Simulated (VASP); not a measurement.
# A vacancy on the Ti site in Ti3InP, part 5 of 5

How easily does a vacancy on the Ti site form in Ti3InP? The host is relaxed first, then a supercell is run with and without the defect. The cell takes the structure of InCo3N from the Materials Project database, with elements swapped. The cell is invented: it takes the structure of a Materials Project entry for InCo3N (space group 221 there), with some of its atoms replaced by other elements, volume scaled by an estimate. It may not be a known or stable phase.

VASP 6.6.1, plane waves and PAW; the level of theory is named at each step.

So far. Step 5 (Reference Ti): The run ended after 6 ionic steps, 0.012 eV below its first step, once forces and stress met EDIFFG = -0.02. Step 5 (Reference Ti): Energy at zero smearing: -15.52152 eV.

### 7. Going on with the relaxation

Level of this step: PBE; plane waves and PAW (In, Ti, P) (VASP).

The relaxation goes on from where it stopped.

INCAR reads:

```
SYSTEM = Ti47In16P16
PREC = Normal
ENCUT = 300
EDIFF = 1E-05
NELM = 120
ISMEAR = 1
SIGMA = 0.2
LREAL = Auto
ALGO = Fast
GGA = PE
LORBIT = 11
LWAVE = False
LCHARG = .TRUE.
IBRION = 2
NSW = 50
ISIF = 2
EDIFFG = -0.03
POTIM = 0.25
MAXMIX = 40
ISYM = 2
```

POSCAR reads:

```
Ti47In16P16
1.0
    0.0000000000      9.1633453034      9.1633453034
    9.1633453034      0.0000000000      9.1633453034
    9.1633453034      9.1633453034      0.0000000000
In Ti P
16 47 16
Direct
    0.0000000000      0.0000000000      0.9984498230
    0.4998288118      0.0031239443      0.9985236219
    0.0031239443      0.4998288118      0.9985236219
    0.0000000000      0.0000000000      0.5015501770
    0.2514763781      0.2514763781      0.2468760557
    0.5000000000      0.5000000000      0.0023662474
    0.5001711882      0.9968760557      0.5014763781
    0.7484498230      0.2515501770      0.2500000000
    0.9968760557      0.5001711882      0.5014763781
    0.2515501770      0.7484498230      0.2500000000
    0.2514763781      0.2514763781      0.7501711882
    0.5000000000      0.5000000000      0.4976337526
    0.7485236219      0.7485236219      0.2531239443
    0.7523662474      0.2476337526      0.7500000000
    0.2476337526      0.7523662474      0.7500000000
    0.7485236219      0.7485236219      0.7498288118
    0.5000000000      0.0000000000      0.2500000000
    0.0000000000      0.5000000000      0.2500000000
    0.0000000000      0.0000000000      0.7500000000
    0.2500000000      0.2500000000      0.5000000000
    0.5000000000      0.5000000000      0.2500000000
    0.5000000000      0.0000000000      0.7500000000
    0.7519647541      0.2480352459      0.4980352459
    0.0000000000      0.5000000000      0.7500000000
    0.2480352459      0.7519647541      0.4980352459
    0.2351406523      0.2351406523      0.0148593477
    0.5000000000      0.5000000000      0.7500000000
    0.7648593477      0.7648593477      0.4851406523
    0.7519647541      0.2480352459      0.0019647541
    0.2480352459      0.7519647541      0.0019647541
    0.7500000000      0.7500000000      0.0000000000
    0.0189410914      0.2454207767      0.0045792233
    0.5125185838      0.2587240609      0.9912759391
    0.0048270236      0.7551757251      0.9953079248
    0.9951729764      0.2448242749      0.5046920752
    0.2546920752      0.5053106734      0.2451729764
    0.4946893266      0.7453079248      0.0051757251
    0.5053106734      0.2546920752      0.4948242749
    0.7453079248      0.4946893266      0.2548270236
    0.9810589086      0.7545792233      0.4954207767
    0.2454207767      0.0189410914      0.2310589086
    0.2587240609      0.5125185838      0.7374814162
    0.4874814162      0.7412759391      0.5087240609
    0.7545792233      0.9810589086      0.2689410914
    0.7412759391      0.4874814162      0.7625185838
    0.2448242749      0.9951729764      0.7553106734
    0.7551757251      0.0048270236      0.7446893266
    0.2454207767      0.0189410914      0.0045792233
    0.7551757251      0.0048270236      0.9953079248
    0.2587240609      0.5125185838      0.9912759391
    0.2448242749      0.9951729764      0.5046920752
    0.5053106734      0.2546920752      0.2451729764
    0.7453079248      0.4946893266      0.0051757251
    0.7545792233      0.9810589086      0.4954207767
    0.0189410914      0.2454207767      0.2310589086
    0.2546920752      0.5053106734      0.4948242749
    0.4946893266      0.7453079248      0.2548270236
    0.5125185838      0.2587240609      0.7374814162
    0.7412759391      0.4874814162      0.5087240609
    0.9810589086      0.7545792233      0.2689410914
    0.9951729764      0.2448242749      0.7553106734
    0.4874814162      0.7412759391      0.7625185838
    0.0048270236      0.7551757251      0.7446893266
    0.0626634650      0.0626634650      0.1873365350
    0.6310954292      0.1180279808      0.1319720192
    0.1180279808      0.6310954292      0.1319720192
    0.1259939962      0.1259939962      0.6240060038
    0.3740060038      0.3740060038      0.3759939962
    0.6259939962      0.6259939962      0.1240060038
    0.6310954292      0.1180279808      0.6189045708
    0.8819720192      0.3689045708      0.3680279808
    0.1180279808      0.6310954292      0.6189045708
    0.3689045708      0.8819720192      0.3680279808
    0.3672495799      0.3672495799      0.8827504201
    0.6327504201      0.6327504201      0.6172495799
    0.9373365350      0.9373365350      0.3126634650
    0.8819720192      0.3689045708      0.8810954292
    0.3689045708      0.8819720192      0.8810954292
    0.8740060038      0.8740060038      0.8759939962
```

KPOINTS reads:

```
Automatic mesh
0
Gamma
2 2 2
0 0 0
```

Potentials, in the order of the species: In, Ti and P (PBE family, release 64).

Command:

```bash
export OMP_NUM_THREADS=5
mpirun -np 1 vasp_std
```

The log of the run:

```text
[... set-up lines as in an earlier step ...]
 entering main loop
       N       E                     dE             d eps       ncg     rms          rms(c)
DAV:   1     0.146290419040E+04    0.14629E+04   -0.72503E+04  1584   0.870E+02
DAV:   2    -0.246318540695E+03   -0.17092E+04   -0.16587E+04  1584   0.251E+02
DAV:   3    -0.593748479720E+03   -0.34743E+03   -0.33698E+03  2392   0.106E+02
DAV:   4    -0.616101574869E+03   -0.22353E+02   -0.21852E+02  2152   0.286E+01
DAV:   5    -0.616831889763E+03   -0.73031E+00   -0.71106E+00  2160   0.451E+00    0.936E+01
RMM:   6    -0.514807231595E+03    0.10202E+03   -0.42649E+02  1584   0.516E+01    0.187E+01
RMM:   7    -0.529376991046E+03   -0.14570E+02   -0.20796E+02  1704   0.201E+01    0.222E+01
RMM:   8    -0.524021134418E+03    0.53559E+01   -0.37651E+01  1648   0.159E+01    0.151E+01
RMM:   9    -0.523226149818E+03    0.79498E+00   -0.12259E+01  1951   0.531E+00    0.139E+01
RMM:  10    -0.522954758310E+03    0.27139E+00   -0.49863E+00  1880   0.385E+00    0.133E+01
RMM:  11    -0.523007145844E+03   -0.52388E-01   -0.19482E+01  2387   0.737E+00    0.105E+01
RMM:  12    -0.522040682141E+03    0.96646E+00   -0.78368E+00  2034   0.470E+00    0.715E+00
RMM:  13    -0.521248740024E+03    0.79194E+00   -0.19069E+00  1786   0.285E+00    0.371E+00
RMM:  14    -0.521186709818E+03    0.62030E-01   -0.97642E-01  2048   0.137E+00    0.257E+00
RMM:  15    -0.521163977641E+03    0.22732E-01   -0.37248E-01  2004   0.928E-01    0.162E+00
RMM:  16    -0.521174818973E+03   -0.10841E-01   -0.15014E-01  2066   0.526E-01    0.139E+00
RMM:  17    -0.521177812777E+03   -0.29938E-02   -0.73660E-02  1943   0.474E-01    0.105E+00
RMM:  18    -0.521168058843E+03    0.97539E-02   -0.62285E-02  1935   0.468E-01    0.664E-01
RMM:  19    -0.521163299704E+03    0.47591E-02   -0.25450E-02  1936   0.280E-01    0.288E-01
RMM:  20    -0.521163421816E+03   -0.12211E-03   -0.12198E-02  2044   0.142E-01    0.177E-01
RMM:  21    -0.521163351174E+03    0.70642E-04   -0.23351E-03  2067   0.862E-02    0.161E-01
RMM:  22    -0.521163052930E+03    0.29824E-03   -0.21346E-04  1978   0.541E-02    0.103E-01
RMM:  23    -0.521162968048E+03    0.84882E-04   -0.42152E-04  2052   0.413E-02    0.322E-02
RMM:  24    -0.521162923180E+03    0.44868E-04    0.22343E-04  1985   0.251E-02    0.200E-02
RMM:  25    -0.521162884417E+03    0.38764E-04    0.31418E-04  1603   0.131E-02    0.121E-02
RMM:  26    -0.521162846930E+03    0.37487E-04    0.33455E-04  1239   0.671E-03    0.720E-03
RMM:  27    -0.521162815692E+03    0.31238E-04    0.29358E-04  1161   0.383E-03    0.411E-03
RMM:  28    -0.521162788245E+03    0.27448E-04    0.25883E-04  1070   0.354E-03    0.236E-03
RMM:  29    -0.521162764922E+03    0.23323E-04    0.22866E-04   963   0.248E-03    0.158E-03
RMM:  30    -0.521162744336E+03    0.20586E-04    0.20257E-04   684   0.155E-03    0.635E-04
RMM:  31    -0.521162717908E+03    0.26428E-04    0.25252E-04   643   0.136E-03    0.425E-04
RMM:  32    -0.521162700098E+03    0.17809E-04    0.16781E-04   564   0.119E-03    0.366E-04
RMM:  33    -0.521162684486E+03    0.15612E-04    0.15351E-04   512   0.111E-03    0.507E-04
RMM:  34    -0.521162670561E+03    0.13925E-04    0.13674E-04   504   0.109E-03    0.445E-04
RMM:  35    -0.521162657480E+03    0.13081E-04    0.12876E-04   517   0.110E-03    0.358E-04
RMM:  36    -0.521162645780E+03    0.11699E-04    0.11513E-04   460   0.105E-03    0.366E-04
RMM:  37    -0.521162634505E+03    0.11275E-04    0.11091E-04   448   0.105E-03    0.399E-04
RMM:  38    -0.521162601304E+03    0.33202E-04    0.28948E-04   437   0.105E-03    0.560E-04
RMM:  39    -0.521162586572E+03    0.14731E-04    0.12487E-04   432   0.105E-03    0.636E-04
RMM:  40    -0.521162575400E+03    0.11173E-04    0.10917E-04   429   0.106E-03    0.703E-04
RMM:  41    -0.521162564709E+03    0.10691E-04    0.10486E-04   421   0.107E-03    0.742E-04
RMM:  42    -0.521162555078E+03    0.96308E-05    0.94531E-05   416   0.108E-03
   1 F= -.52116256E+03 E0= -.52117651E+03  d E =-.521163E+03
 curvature:   0.00 expect dE= 0.000E+00 dE for cont linesearch  0.000E+00
 trial: gam= 0.00000 g(F)=  0.528E-02 g(S)=  0.000E+00 ort = 0.000E+00 (trialstep = 0.100E+01)
 search vector abs. value=  0.528E-02
 bond charge predicted
       N       E                     dE             d eps       ncg     rms          rms(c)
DAV:   1    -0.521166835810E+03   -0.42711E-02   -0.80298E-02  1720   0.496E-01    0.140E-01
RMM:   2    -0.521167125148E+03   -0.28934E-03   -0.41089E-03  1729   0.146E-01    0.104E-01
RMM:   3    -0.521167217153E+03   -0.92006E-04   -0.18242E-03  1790   0.970E-02    0.120E-01
RMM:   4    -0.521167243984E+03   -0.26830E-04   -0.11430E-03  1734   0.876E-02    0.101E-01
RMM:   5    -0.521167264930E+03   -0.20947E-04   -0.82744E-04  1939   0.465E-02    0.106E-01
RMM:   6    -0.521167242836E+03    0.22094E-04   -0.29722E-04  1900   0.295E-02    0.102E-01
RMM:   7    -0.521167213897E+03    0.28938E-04   -0.83049E-05  1676   0.143E-02    0.955E-02
RMM:   8    -0.521167250454E+03   -0.36556E-04   -0.47836E-05  1531   0.129E-02    0.106E-01
RMM:   9    -0.521167245924E+03    0.45299E-05    0.37162E-06  1075   0.637E-03
   2 F= -.52116725E+03 E0= -.52118182E+03  d E =-.469085E-02
[... from here on, the cycles between the ionic steps are left out ...]
   3 F= -.52117439E+03 E0= -.52118855E+03  d E =-.118368E-01
   4 F= -.52117901E+03 E0= -.52119329E+03  d E =-.461639E-02
   5 F= -.52119030E+03 E0= -.52120500E+03  d E =-.159070E-01
   6 F= -.52120088E+03 E0= -.52121654E+03  d E =-.264897E-01
   7 F= -.52120503E+03 E0= -.52122087E+03  d E =-.414826E-02
   8 F= -.52121596E+03 E0= -.52123226E+03  d E =-.150825E-01
   9 F= -.52123083E+03 E0= -.52124788E+03  d E =-.299477E-01
  10 F= -.52122942E+03 E0= -.52124702E+03  d E =-.285382E-01
  11 F= -.52123579E+03 E0= -.52125328E+03  d E =-.349049E-01
  12 F= -.52124537E+03 E0= -.52126283E+03  d E =-.958742E-02
  13 F= -.52127161E+03 E0= -.52128857E+03  d E =-.358212E-01
  14 F= -.52130629E+03 E0= -.52132059E+03  d E =-.705040E-01
  15 F= -.52125251E+03 E0= -.52126041E+03  d E =-.167283E-01
  16 F= -.52131085E+03 E0= -.52132388E+03  d E =-.750603E-01
  17 F= -.52135310E+03 E0= -.52136435E+03  d E =-.422575E-01
  18 F= -.52138658E+03 E0= -.52139534E+03  d E =-.757352E-01
  19 F= -.52135836E+03 E0= -.52136275E+03  d E =-.475160E-01
  20 F= -.52139176E+03 E0= -.52139928E+03  d E =-.809134E-01
  21 F= -.52143464E+03 E0= -.52144105E+03  d E =-.428772E-01
  22 F= -.52147051E+03 E0= -.52147630E+03  d E =-.787524E-01
  23 F= -.52147196E+03 E0= -.52147784E+03  d E =-.802040E-01
  24 F= -.52149239E+03 E0= -.52149819E+03  d E =-.204260E-01
  25 F= -.52150196E+03 E0= -.52150768E+03  d E =-.299954E-01
  26 F= -.52151543E+03 E0= -.52152130E+03  d E =-.134663E-01
  27 F= -.52151899E+03 E0= -.52152499E+03  d E =-.170313E-01
  28 F= -.52152357E+03 E0= -.52152975E+03  d E =-.457801E-02
  29 F= -.52152402E+03 E0= -.52153026E+03  d E =-.502605E-02
  30 F= -.52152662E+03 E0= -.52153288E+03  d E =-.260222E-02
  31 F= -.52152744E+03 E0= -.52153369E+03  d E =-.342006E-02
  32 F= -.52152758E+03 E0= -.52153379E+03  d E =-.356058E-02
 curvature:  -6.45 expect dE=-0.422E-02 dE for cont linesearch -0.110E-04
 trial: gam= 0.23790 g(F)=  0.653E-03 g(S)=  0.000E+00 ort = 0.738E-04 (trialstep = 0.315E+01)
 search vector abs. value=  0.869E-03
 bond charge predicted
       N       E                     dE             d eps       ncg     rms          rms(c)
DAV:   1    -0.521529433834E+03   -0.18584E-02   -0.11499E-01  1612   0.594E-01    0.224E-01
RMM:   2    -0.521529204067E+03    0.22977E-03   -0.38640E-03  1661   0.147E-01    0.149E-01
RMM:   3    -0.521529222770E+03   -0.18703E-04   -0.11946E-03  1901   0.655E-02    0.729E-02
RMM:   4    -0.521529182841E+03    0.39929E-04   -0.43401E-04  1859   0.379E-02    0.456E-02
RMM:   5    -0.521529195415E+03   -0.12574E-04   -0.21168E-04  1949   0.211E-02    0.522E-02
RMM:   6    -0.521529201649E+03   -0.62335E-05   -0.65061E-05  1448   0.136E-02
  33 F= -.52152920E+03 E0= -.52153558E+03  d E =-.162423E-02
 trial-energy change:   -0.001624  1 .order   -0.001689   -0.002116   -0.001261
 step:   7.8080(harm=  7.8080)  dis= 0.00523  next Energy=  -521.530197 (dE=-0.262E-02)
 reached required accuracy - stopping structural energy minimisation
```

Elapsed: 41 min, on 1 × NVIDIA H100 80GB HBM3, 81559 MiB with 1 MPI rank of AMD EPYC 7R13 (Zen 3), card shared with another run, shared host; peak memory 2.1 GiB.

OUTCAR, selected parts (step 7):

```text
   k-points           NKPTS =      4   k-points in BZ     NKDIM =      4   number of bands    NBANDS=    198

   NELECT =     316.0000    total number of electrons

 E-fermi :   4.1363

 k-point     1 :       0.0000    0.0000    0.0000
  band No.  band energies     occupation
    ...
    158       4.0128      1.85527
    159       4.0576      1.61214
    160       4.1015      1.28908
    161       4.1259      1.08754
    162       4.1629      0.77651
    163       4.2298      0.29644
    164       4.2795      0.06906
    165       4.2795      0.06906
    166       4.4192     -0.06243
    167       4.4246     -0.06029
    ...

  Total      -24.9700432    -24.9700432    -14.0193365     -0.0000000      0.0000000      0.0000000
  in kB      -25.9978673    -25.9978673    -14.5964045     -0.0000000      0.0000000      0.0000000
  external PRESSURE =     -22.1973797 kB  Pullay stress =       0.0000000 kB

 POSITION                                       TOTAL-FORCE (eV/Angst)
 -----------------------------------------------------------------------------------
      9.24972      0.08637      9.16335        -0.019353     -0.019353      0.000000
      9.17777      4.56724     13.71073        -0.002223      0.002223      0.002849
      4.56724      9.17777     13.71073         0.002223     -0.002223      0.002849
      4.49530      4.49530      0.00000         0.019353      0.019353      0.000000
      4.56724      4.56724      4.54739         0.002223      0.002223      0.002849
     13.72680     13.72680      9.16335         0.006092      0.006092      0.000000
      4.56724      9.17777      4.61596         0.002223     -0.002223     -0.002849
      4.49530      9.24972      9.16335         0.019353     -0.019353      0.000000
      9.17777      4.56724      4.61596        -0.002223      0.002223     -0.002849
      9.24972      4.49530      9.16335        -0.019353      0.019353      0.000000
      9.17777      9.17777      4.54739        -0.002223     -0.002223      0.002849
      9.18156      9.18156      9.16335        -0.006092     -0.006092      0.000000
      9.17777      9.17777     13.77930        -0.002223     -0.002223     -0.002849
      9.18156     13.72680      9.16335        -0.006092      0.006092      0.000000
     13.72680      9.18156      9.16335         0.006092     -0.006092      0.000000
     13.73059     13.73059     13.77930         0.002223      0.002223     -0.002849
      2.29084      6.87251      4.58167         0.000000     -0.000000      0.000000
      6.87251     11.45418     13.74502         0.000000     -0.000000      0.000000
      6.87251     16.03585      9.16335         0.000000     -0.000000      0.000000
      6.87251      6.87251      4.58167         0.000000     -0.000000      0.000000
      6.87251      6.87251      9.16335        -0.000000     -0.000000      0.000000
      6.87251     11.45418      4.58167        -0.000000     -0.000000      0.000000
      6.74660     11.45418      9.16335        -0.025776     -0.000000      0.000000
     11.45418     16.03585     13.74502        -0.000000     -0.000000      0.000000
[...]
-----------------------------------------------------------------------------------
    total drift:                                0.000000     -0.000000      0.000000

  FREE ENERGIE OF THE ION-ELECTRON SYSTEM (eV)
  ---------------------------------------------------
  free  energy   TOTEN  =      -521.5292016489 eV

  energy  without entropy=     -521.5483385995  energy(sigma->0) =     -521.53558063

[... 5 parts as in an earlier step ...]

[... 10 further parts left out ...]
```

The run keeps the 16 symmetry operations of its start, so it cannot find a distortion of lower symmetry.

The steps of the relaxation (22 of 33):

| step | energy less that of the first step (eV) | largest force (eV/Å) |
| --- | --- | --- |
| 1 | 0.0000 | 0.1439 |
| 3 | -0.0118 | 0.0943 |
| 4 | -0.0165 | 0.0702 |
| 6 | -0.0383 | 0.1346 |
| 7 | -0.0425 | 0.1237 |
| 9 | -0.0683 | 0.1937 |
| 10 | -0.0669 | 0.3390 |
| 12 | -0.0828 | 0.2485 |
| 13 | -0.1091 | 0.2195 |
| 15 | -0.0900 | 0.5289 |
| 16 | -0.1483 | 0.3093 |
| 18 | -0.2240 | 0.2776 |
| 19 | -0.1958 | 0.4792 |
| 21 | -0.2721 | 0.2443 |
| 22 | -0.3080 | 0.2072 |
| 24 | -0.3298 | 0.1513 |
| 25 | -0.3394 | 0.1233 |
| 27 | -0.3564 | 0.1056 |
| 28 | -0.3610 | 0.0334 |
| 30 | -0.3641 | 0.0315 |
| 31 | -0.3649 | 0.0331 |
| 33 | -0.3666 | 0.0274 |

The atoms that moved most (Å):

| atom | dx | dy | dz | length |
| --- | --- | --- | --- | --- |
| Ti52 | 0.003 | 0.015 | 0.277 | 0.277 |
| Ti36 | 0.015 | 0.003 | 0.277 | 0.277 |
| Ti39 | -0.015 | -0.003 | -0.277 | 0.277 |
| Ti57 | -0.003 | -0.015 | -0.277 | 0.277 |
| Ti56 | -0.003 | -0.015 | 0.277 | 0.277 |
| Ti38 | -0.015 | -0.003 | 0.277 | 0.277 |
| Ti37 | 0.015 | 0.003 | -0.277 | 0.277 |
| Ti53 | 0.003 | 0.015 | -0.277 | 0.277 |

This step gave:

```yaml
electronic_cycles: 302
electrons: 316
free_energy_toten: -521.5292 eV
energy_at_zero_smearing: -521.5356 eV
fermi_energy: 4.136 eV
```

Valence density in the ac plane at fractional y = 1.000, through the centre, with atoms of In and Ti within 0.45 Å of it. It is the smooth field of the valence electrons, not physical close to the nuclei.

Ten even steps from '0' (-0.1 e/Å³) to '9' (1.1 e/Å³), each cell a mean:
```
10112111123565311111110011111111258853111111
11122111111222221111111111111111123443211111
11111111111222222111111111111111112222221111
11111112222222222222211111111111122222222221
42211123565322222223454211111111233322222345
97422223589742112223599742111112478632222358
67532222235532111111247753222222358853221224
22322223222211111111112232222222223332111111
11112222222111111111111111122222221111111111
11111122332211111111111111111222221111111211
11111123565311111111111111111124432111112111
00121112489731111111100011111125886311112110
00112111135542111111110001211112578521111111
11112111112222111111111111221111233332111111
11111111111222221111111111111111122233322111
11111111111222222211111111111112222234554322
32222111234322222223454211111124553234565554
55544322358863222223599742222225898532345566
45665543235775311111247753222222356422222333
22345554322333211111112222222222222211111111
11123343322221111111111111112222221111111111
11111222332221111111111111111122221111111111
11111111356532111221111111111112333211112110
00111111248974211121100011111112478531112110
```
Columns run along a (13.0 Å), rows up along c (13.0 Å). Atoms in or near the plane, at fractional coordinates: In at (0.00, 0.01), In at (0.50, 0.00), In at (0.00, 0.49), In at (0.50, 0.50), Ti at (0.50, 0.25), Ti at (0.00, 0.75), Ti at (0.50, 0.75), Ti at (0.24, 0.24), Ti at (0.76, 0.26), Ti at (0.23, 0.77), Ti at (0.77, 0.73), Ti at (0.24, 0.01), Ti at (0.77, 0.98), Ti at (0.23, 0.52) and more.

The run ended after 33 ionic steps, 0.367 eV below its first step, once the forces on the free atoms met EDIFFG = -0.03.

The 2 first neighbours (P) lie 2.29 Å from the site in the perfect crystal and 1.15 Å on average after the relaxation (-49.7 %).

### 8. Putting the energies together

This step: point defect, PBE; plane waves and PAW (VASP 6.6.1).

Derived from the runs above.

Numbers from this step:

```yaml
formation_energy_of_the_neutral_defect: -1.636 eV
```

Formation energy:

| formation energy (eV) | largest move (Å) |
| --- | --- |
| -1.636 | 1.139 |

The formation energy is the energy of the relaxed defect cell less that of the perfect cell, with each removed atom booked to its reference and each added atom taken from it.

References, in eV an atom: Ti -7.761 (crystal P6_3/mmc). They were run at the supercell's cutoff and functional, without U, and count both elements from their own phases.

### 9. Summary of results

```json
{
 "formation energy at charge 0": "-1.636 eV"
}
```

**Reading.** A vacancy on the Ti site costs -1.64 eV, with every exchanged atom at the energy of its element. The 2 first neighbours (P) lie 2.29 Å from the site in the perfect crystal and 1.15 Å on average after the relaxation (-49.7 %). The neutral formation energy is negative against the pure elements. For a vacancy that is the limit where it costs most, so the perfect cell is not the stable state at this level, or the supercell has found a lower structure. With metallic smearing the value can move by tenths of an eV with the k mesh. The supercell of 80 atoms is small, so interactions between images remain.

[Lines on the potential files, build, host, timing and source positions are cut from VASP's logs without a mark.]

[Logs are printed without paths, hosts, clocks, repeated set-up lines and the standing remarks that a program may print on its own settings, such as how far it seeks lower states.]

[Hosts, paths, dates, database ids (printed as entryN), source tags and the programs' standing remarks are cut or masked in the printed files.]

[In band tables of VASP the shares of atoms and orbitals are scaled to a sum of 1 inside the atoms' spheres.]

[Runs that stopped without an error message from VASP are left out.]
